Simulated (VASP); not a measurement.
Given:

```yaml
crystal:
  lattice:
    - [2.49209, 0.00000, 0.00000]
    - [0.00000, 2.49209, 0.00000]
    - [0.00000, 0.00000, 2.49209]
  atoms:
    - { symbol: Ru, position: [0.00000, 0.00000, 0.00000] }
```

All values below come from r2SCAN meta-GGA, VASP's PBE PAW potentials (set 64) (plane waves; VASP 6.6.1). Run with 400 eV cut-off, 16×16×16 Γ-centred mesh, tetrahedra with Blöchl corrections, potentials Ru_pv.

Question: What does the run give for the energy per atom (σ→0), band gap (over mesh and band path) with the smallest direct gap where there is one?

Answer: 
```yaml
band gap (over mesh and band path): none (metal, semimetal or under 0.01 eV)
energy per atom (σ→0): -24.264 eV/atom
```

Total energies compare only between runs with the same potentials, cut-off and functional.

The structure was generated: Ru was put into the simple-cubic type (Pm-3m), which need not be its known phase. It was relaxed first.
